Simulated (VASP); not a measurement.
# MgO (Periclase) with PBEsol + D3(BJ): from relaxation to properties, part 4 of 4

What structure and properties does PBEsol + D3(BJ) give MgO (Periclase), and how near are they to the measured ones? The start is a cell from a database of measured crystal structures.

VASP 6.6.1; PBEsol with D3(BJ); plane waves and PAW (Mg, O).

So far, gap on the k-mesh (eV): step 2 (full relaxation (PBEsol + D3(BJ))) 4.92; step 6 (total and projected DOS (PBEsol + D3(BJ))) 4.92. The relaxed cell has a = 4.172 Å (conventional setting).

The database entry behind the starting cell differs from later determinations by our own check (about 0.1 % long), so it need not match the best structure at ambient conditions.

## 8. Response to an electric field (PBEsol + D3(BJ))

The response to a static field gives the electronic dielectric tensor and the Born charges. It needs tightly converged orbitals, hence the small EDIFF.

INCAR

```
SYSTEM = MgO
PREC = Accurate
ENCUT = 520
EDIFF = 1E-08
NELM = 100
ISMEAR = 0
SIGMA = 0.01
LREAL = .FALSE.
ALGO = Normal
GGA = PS
IVDW = 12
NBANDS = 10
LORBIT = 11
LWAVE = .FALSE.
LCHARG = .FALSE.
KPAR = 2
LEPSILON = .TRUE.
```

POSCAR

```
MgO
1.0
    0.0000000000      2.0858163861      2.0858163861
    2.0858163861      0.0000000000      2.0858163861
    2.0858163861      2.0858163861      0.0000000000
Mg O
1 1
Direct
    0.0000000000      0.0000000000      0.0000000000
    0.5000000000      0.5000000000      0.5000000000
```

KPOINTS

```
Automatic mesh
0
Gamma
14 14 14
0 0 0
```

Potentials, in the order of the species: Mg and O (PBE family, release 64).

The run is started by

```sh
$ mpirun -np 2 vasp_std
```

Log:

```text
[... set-up lines as in an earlier step ...]
 entering main loop
       N       E                     dE             d eps       ncg     rms          rms(c)
DAV:   1     0.109186987560E+02    0.10919E+02   -0.47253E+03  2488   0.712E+02
DAV:   2    -0.134211785062E+02   -0.24340E+02   -0.23597E+02  2364   0.137E+02
DAV:   3    -0.138972575487E+02   -0.47608E+00   -0.47558E+00  2454   0.168E+01
DAV:   4    -0.138983784737E+02   -0.11209E-02   -0.11209E-02  2276   0.909E-01
DAV:   5    -0.138983818475E+02   -0.33738E-05   -0.33738E-05  2354   0.498E-02    0.670E+00
DAV:   6    -0.125405160658E+02    0.13579E+01   -0.77144E+00  2108   0.166E+01    0.216E+00
DAV:   7    -0.125179387296E+02    0.22577E-01   -0.40321E-02  2246   0.205E+00    0.129E+00
DAV:   8    -0.125049245724E+02    0.13014E-01   -0.20393E-02  2108   0.180E+00    0.184E-01
DAV:   9    -0.125047629976E+02    0.16157E-03   -0.18584E-04  2382   0.106E-01    0.127E-01
DAV:  10    -0.125047112707E+02    0.51727E-04   -0.34876E-04  2232   0.150E-01    0.514E-03
DAV:  11    -0.125047123330E+02   -0.10622E-05   -0.36360E-06  2248   0.151E-02    0.309E-03
DAV:  12    -0.125047127645E+02   -0.43157E-06   -0.86877E-08  2290   0.348E-03    0.366E-04
DAV:  13    -0.125047128212E+02   -0.56678E-07   -0.11417E-08  1242   0.773E-04    0.479E-05
DAV:  14    -0.125047128102E+02    0.11044E-07   -0.21490E-10  1124   0.136E-04    0.270E-05
DAV:  15    -0.125047128110E+02   -0.80092E-09   -0.75638E-11  1116   0.550E-05
   1 F= -.13018637E+02 E0= -.13018637E+02  d E =-.148176E-91
 Linear response reoptimize wavefunctions to high precision
DAV:   1    -0.125047128107E+02    0.51392E+00   -0.41903E-12  1166   0.187E-05
DAV:   2    -0.125047128107E+02   -0.18190E-11   -0.13833E-12  1100   0.420E-06
 Linear response G [H, r] |phi>, progress :
  Direction:   1
       N       E                     dE             d eps       ncg     rms
RMM:   1    -0.322705083060E+02   -0.32271E+02    0.12877E+01  4580   0.503E+01
RMM:   2    -0.303993515664E+02    0.18712E+01   -0.65691E-01  3307   0.669E+00
RMM:   3    -0.304018797397E+02   -0.25282E-02   -0.47258E-03  3499   0.424E-01
RMM:   4    -0.304019340050E+02   -0.54265E-04   -0.37435E-05  3748   0.324E-02
RMM:   5    -0.304019342431E+02   -0.23816E-06   -0.37984E-07  3814   0.264E-03
RMM:   6    -0.304019342451E+02   -0.19585E-08   -0.16971E-07  3554   0.290E-04
RMM:   7    -0.304019342434E+02    0.16744E-08    0.14501E-06  2815   0.840E-05
RMM:   8    -0.304019342431E+02    0.30358E-09   -0.27074E-06  2737   0.765E-05
RMM:   9    -0.304019342434E+02   -0.33299E-09   -0.15203E-06  2663   0.763E-05
RMM:  10    -0.304019342431E+02    0.36179E-09   -0.28210E-06  2441   0.766E-05
 Linear response G [H, r] |phi>, progress :
  Direction:   2
       N       E                     dE             d eps       ncg     rms
RMM:   1    -0.306994534630E+02   -0.30699E+02    0.16101E+01  4563   0.497E+01
RMM:   2    -0.302062400162E+02    0.49321E+00   -0.70306E-01  3319   0.697E+00
RMM:   3    -0.302088481475E+02   -0.26081E-02   -0.41555E-03  3494   0.421E-01
RMM:   4    -0.302089007508E+02   -0.52603E-04   -0.46179E-05  3734   0.345E-02
RMM:   5    -0.302089011105E+02   -0.35970E-06   -0.44246E-07  3810   0.297E-03
RMM:   6    -0.302089011135E+02   -0.29782E-08   -0.15637E-07  3566   0.305E-04
RMM:   7    -0.302089011146E+02   -0.11410E-08   -0.10177E-06  2775   0.755E-05
RMM:   8    -0.302089011158E+02   -0.11122E-08    0.61383E-07  2679   0.648E-05
RMM:   9    -0.302089011157E+02    0.54992E-10    0.15779E-06  2558   0.650E-05
RMM:  10    -0.302089011144E+02    0.12901E-08    0.71065E-08  2329   0.657E-05
 Linear response G [H, r] |phi>, progress :
  Direction:   3
       N       E                     dE             d eps       ncg     rms
RMM:   1    -0.272783737041E+02   -0.27278E+02    0.59373E+01  4412   0.491E+01
RMM:   2    -0.256853183669E+02    0.15931E+01   -0.52096E-01  3260   0.588E+00
RMM:   3    -0.256867498232E+02   -0.14315E-02   -0.29135E-03  3421   0.351E-01
RMM:   4    -0.256867864444E+02   -0.36621E-04   -0.43157E-05  3576   0.309E-02
RMM:   5    -0.256867867831E+02   -0.33873E-06   -0.28318E-07  3620   0.263E-03
RMM:   6    -0.256867867855E+02   -0.24148E-08   -0.43353E-09  3301   0.253E-04
 Linear response to external field (no local field effect), progress :
  Direction:   1
       N       E                     dE             d eps       ncg     rms          rms(c)
RMM:   1    -0.126498501022E+00   -0.12650E+00   -0.38215E-01  4613   0.175E+00
RMM:   2    -0.126554012696E+00   -0.55512E-04   -0.90932E-04  3285   0.213E-01
RMM:   3    -0.126557830211E+00   -0.38175E-05   -0.27509E-06  3380   0.118E-02
RMM:   4    -0.126557845671E+00   -0.15461E-07   -0.14462E-08  3403   0.880E-04
RMM:   5    -0.126557845760E+00   -0.88335E-10   -0.10310E-10  2714   0.745E-05
 change of polarisation eV/A/(eV/A) component  1 :     0.253     0.082     0.023
 dielectric tensor                  component  1 :     3.524     0.820     0.227
 Linear response to external field (no local field effect), progress :
  Direction:   2
       N       E                     dE             d eps       ncg     rms          rms(c)
RMM:   1    -0.128619651870E+00   -0.12862E+00   -0.39930E-01  4545   0.174E+00
RMM:   2    -0.128630039351E+00   -0.10387E-04   -0.10121E-03  3259   0.219E-01
RMM:   3    -0.128635349612E+00   -0.53103E-05   -0.35654E-06  3393   0.129E-02
RMM:   4    -0.128635373427E+00   -0.23814E-07   -0.19413E-08  3446   0.970E-04
RMM:   5    -0.128635373565E+00   -0.13825E-09   -0.13665E-10  2767   0.829E-05
 change of polarisation eV/A/(eV/A) component  2 :     0.082     0.257    -0.040
 dielectric tensor                  component  2 :     0.820     3.565    -0.395
 Linear response to external field (no local field effect), progress :
  Direction:   3
       N       E                     dE             d eps       ncg     rms          rms(c)
RMM:   1    -0.779708209049E-01   -0.77971E-01   -0.19460E-01  4521   0.136E+00
RMM:   2    -0.782860417599E-01   -0.31522E-03   -0.57677E-04  3267   0.161E-01
RMM:   3    -0.782881973181E-01   -0.21556E-05   -0.18291E-06  3338   0.895E-03
RMM:   4    -0.782882078777E-01   -0.10560E-07   -0.10287E-08  3249   0.680E-04
RMM:   5    -0.782882079212E-01   -0.43526E-10   -0.82224E-11  2505   0.607E-05
 change of polarisation eV/A/(eV/A) component  3 :     0.023    -0.040     0.157
 dielectric tensor                  component  3 :     0.227    -0.395     2.561
 Linear response to external field, progress :
  Direction:   1
       N       E                     dE             d eps       ncg     rms          rms(c)
RMM:   1    -0.111084992247E+00   -0.11108E+00   -0.32590E-01 10638   0.161E+00
RMM:   2    -0.111156610033E+00   -0.71618E-04   -0.82876E-04  7616   0.196E-01    0.522E-01
RMM:   3    -0.109498249410E+00    0.16584E-02   -0.10691E-03  7578   0.265E-01    0.312E-01
RMM:   4    -0.115343576638E+00   -0.58453E-02   -0.19304E-03  7576   0.374E-01    0.294E-02
RMM:   5    -0.115923393158E+00   -0.57982E-03   -0.22245E-05  7959   0.428E-02    0.561E-03
RMM:   6    -0.115999693791E+00   -0.76301E-04   -0.19014E-07  8143   0.410E-03    0.235E-03
RMM:   7    -0.116022576787E+00   -0.22883E-04   -0.57731E-08  8087   0.206E-03    0.129E-04
RMM:   8    -0.116023642221E+00   -0.10654E-05   -0.69781E-10  7595   0.203E-04    0.564E-05
RMM:   9    -0.116023569776E+00    0.72446E-07   -0.64040E-11  6483   0.709E-05    0.522E-06
 change of polarisation eV/A/(eV/A) component  1 :     0.214     0.042     0.016
 dielectric tensor                  component  1 :     3.129     0.415     0.163
 Linear response to external field, progress :
  Direction:   2
       N       E                     dE             d eps       ncg     rms          rms(c)
RMM:   1    -0.110999828931E+00   -0.11100E+00   -0.32505E-01 10670   0.162E+00
RMM:   2    -0.111156782116E+00   -0.15695E-03   -0.83447E-04  7627   0.198E-01    0.522E-01
RMM:   3    -0.109500235798E+00    0.16565E-02   -0.10683E-03  7576   0.265E-01    0.312E-01
RMM:   4    -0.115343672149E+00   -0.58434E-02   -0.19282E-03  7586   0.374E-01    0.294E-02
RMM:   5    -0.115923378658E+00   -0.57971E-03   -0.22221E-05  7965   0.428E-02    0.561E-03
RMM:   6    -0.115999977314E+00   -0.76599E-04   -0.19086E-07  8154   0.411E-03    0.234E-03
RMM:   7    -0.116022740181E+00   -0.22763E-04   -0.57582E-08  8095   0.205E-03    0.129E-04
RMM:   8    -0.116023838098E+00   -0.10979E-05   -0.72036E-10  7654   0.209E-04    0.586E-05
RMM:   9    -0.116023729993E+00    0.10811E-06   -0.81310E-11  6504   0.736E-05    0.498E-06
 change of polarisation eV/A/(eV/A) component  2 :     0.032     0.214     0.000
 dielectric tensor                  component  2 :     0.318     3.129     0.002
 Linear response to external field, progress :
  Direction:   3
       N       E                     dE             d eps       ncg     rms          rms(c)
RMM:   1    -0.111004227283E+00   -0.11100E+00   -0.32510E-01 10671   0.162E+00
RMM:   2    -0.111156778500E+00   -0.15255E-03   -0.83485E-04  7622   0.198E-01    0.522E-01
RMM:   3    -0.109500375568E+00    0.16564E-02   -0.10688E-03  7575   0.265E-01    0.312E-01
RMM:   4    -0.115343780959E+00   -0.58434E-02   -0.19294E-03  7583   0.374E-01    0.294E-02
RMM:   5    -0.115923358638E+00   -0.57958E-03   -0.22216E-05  7965   0.428E-02    0.561E-03
RMM:   7    -0.116022739282E+00   -0.22739E-04   -0.57552E-08  8100   0.205E-03    0.129E-04
RMM:   8    -0.116023837787E+00   -0.10985E-05   -0.70991E-10  7659   0.209E-04    0.587E-05
RMM:   9    -0.116023729760E+00    0.10803E-06   -0.89783E-11  6498   0.737E-05    0.498E-06
 change of polarisation eV/A/(eV/A) component  3 :     0.005     0.025     0.214
 dielectric tensor                  component  3 :     0.053     0.246     3.129
 Born effective charges drift removed
```

Wall time 4.4 min (2 MPI ranks of AMD EPYC 7R43, shared host); peak memory 0.47 GiB.

OUTCAR, selected parts (step 8):

```text
   k-points           NKPTS =    104   k-points in BZ     NKDIM =    104   number of bands    NBANDS=     10

   NELECT =       8.0000    total number of electrons

  Total       0.00140     0.00140     0.00140     0.00000    -0.00000     0.00000
  in kB       0.12324     0.12324     0.12324     0.00000    -0.00000     0.00000
  external pressure =        0.12 kB  Pullay stress =        0.00 kB

 POSITION                                       TOTAL-FORCE (eV/Angst)
 -----------------------------------------------------------------------------------
      0.00000      0.00000      0.00000         0.000000     -0.000000     -0.000000
      2.08582      2.08582      2.08582        -0.000000      0.000000      0.000000
 -----------------------------------------------------------------------------------
    total drift:                               -0.000000     -0.000000      0.000000

 Edisp (eV)   -0.51392

 Edisp (eV)   -0.51392

 MACROSCOPIC STATIC DIELECTRIC TENSOR (including local field effects in DFT)
 ------------------------------------------------------
           3.128977    -0.000000    -0.000000
          -0.000000     3.128977     0.000000
          -0.000000     0.000000     3.128977
 ------------------------------------------------------

 PIEZOELECTRIC TENSOR (including local field effects)  for field in x, y, z        (C/m^2)
          XX          YY          ZZ          XY          YZ          ZX
  --------------------------------------------------------------------------------
  x     0.00000     0.00000     0.00000     0.00000     0.00000     0.00000
  y     0.00000     0.00000     0.00000     0.00000     0.00000     0.00000
  z     0.00000     0.00000     0.00000     0.00000     0.00000     0.00000

 BORN EFFECTIVE CHARGES (including local field effects) (in |e|, cummulative output)
 ---------------------------------------------------------------------------------
 ion    1
    1     1.95442    -0.00000    -0.00000
    2    -0.00000     1.95442    -0.00000
    3     0.00000     0.00000     1.95442
 ion    2
    1    -1.95442     0.00000     0.00000
    2     0.00000    -1.95442     0.00000
    3    -0.00000    -0.00000    -1.95442

[... 6 parts as in an earlier step ...]

[... 4 further parts left out ...]
```

Energies printed during the response cycles are not total energies of the cell.

Numbers from this step:

| Property | Result |
| --- | --- |
| irreducible k-points | 104 |
| Fermi energy | 3.429 eV |
| pressure | 0.01232 GPa |

Electronic dielectric tensor with local fields:

```
3.13 0.00 0.00
0.00 3.13 0.00
0.00 0.00 3.13
```

Born effective charge (e), principal values of the symmetric part by kind of site:

```
atom  atoms with these values    low  middle   high   mean
 Mg1                        1   1.95    1.95   1.95   1.95
  O2                        1  -1.95   -1.95  -1.95  -1.95
```

In full for Mg1:

```
1.95 0.00 0.00
0.00 1.95 0.00
0.00 0.00 1.95
```

The Born charges sum to zero; the printed set may have that rule imposed, so this is no test. Born charges and mode vectors give each infrared mode its dipole; summed over the modes, dipole squared over frequency squared adds 6.12 to the electronic 3.13, for a mean static constant of 9.25. With one infrared mode the Lyddane-Sachs-Teller relation, LO/TO = (ε0/ε∞)^½, puts the longitudinal line at 720 cm⁻¹. The mean Born charge of O, -1.95 e, lies near its nominal -2, though a dynamic charge doesn't by itself measure how ionic a bond is.

## 9. Summary of results

```
relaxed volume                                               : 9.075 Å³/atom
relaxed conventional cell a, b, c                            : 4.172, 4.172, 4.172 Å
space group after relaxing, within 0.02 Å                    : Fm-3m (No. 225)
band gap                                                     : 4.92 eV, direct
gap among the points of the DOS mesh alone, an upper bound   : 4.92 eV
highest zone-centre mode                                     : 419 cm⁻¹
static dielectric constant from modes and Born charges, mean : 9.25
LO mode by the Lyddane-Sachs-Teller relation                 : 720 cm⁻¹
electronic dielectric constant, mean                         : 3.13
```

What this shows: With PBEsol + D3(BJ), MgO (Periclase) relaxes to 9.075 Å³/atom in space group Fm-3m (held by the symmetry of the run) and has a direct gap of 4.92 eV. Against the listed cell the volume lies -3.2 %. Bands along the symmetry lines (PBEsol + D3(BJ)): The path shows a direct gap of 4.92 eV (valence top at Γ, conduction bottom at Γ). Zone-centre phonons (PBEsol + D3(BJ)): The highest mode in this list at Γ, 418.7 cm⁻¹, has its largest share on O (60 % of the kinetic energy). Response to an electric field (PBEsol + D3(BJ)): The electronic dielectric tensor with local fields is isotropic, 3.13. Response to an electric field (PBEsol + D3(BJ)): Mean Born effective charge: Mg1 1.95, O2 -1.95 e. The gaps belong to a cell whose volume lies -3.2 % from the listed one, and gaps move with volume, which bears on their distance from experiment. Semilocal functionals usually underestimate gaps. Modes at Γ alone can't show that the crystal is stable at other wave vectors, and the LO-TO splitting is not included. No search among competing phases was made, and a listed structure need not be the one stable at ambient conditions. All values are for a static lattice at zero temperature.

Calculation against experiment:

| quantity | measured | PBEsol with D3(BJ) |
| --- | --- | --- |
| lattice constant a (Å) | 4.2118 | 4.172 (-1.0 %) |
| band gap (least gap) (eV) | 7.83 | 4.92 (-2.91 eV) |
| infrared mode, TO phonon at Gamma (T1u) (cm⁻¹) | 396.5 | 419 (+5.6 %) |

Measured values from arxiv:1807.05012 (2018), arxiv:0908.1581 (2009) and arxiv:0704.2267 (2007).

**Verdict.** The lattice constant a is off by -1.0 %: fair agreement. The band gap is off by -2.91 eV: a clear miss. Local and semilocal functionals usually give gaps below the measured ones. Zero-point and thermal motion shift the measured gap. The infrared mode is off by +5.6 %: fair agreement. The grades are ours: good and fair within 0.7 and 1.5 % for the lattice constant a and 3 and 7 % for the infrared mode. For lattice constants and infrared mode the calculation has a static lattice, without zero-point motion or thermal expansion (measured at up to 300 K).

[Lines on the potential files, build, host, timing and source positions are cut from VASP's logs without a mark.]

[Logs are printed without paths, hosts, clocks, repeated set-up lines and the standing remarks that a program may print on its own settings, such as how far it seeks lower states.]

[Hosts, paths, dates, database ids (printed as entryN), source tags and the programs' standing remarks are cut or masked in the printed files.]

[A measured line is paired with the nearest computed mode of its activity, which favours agreement.]
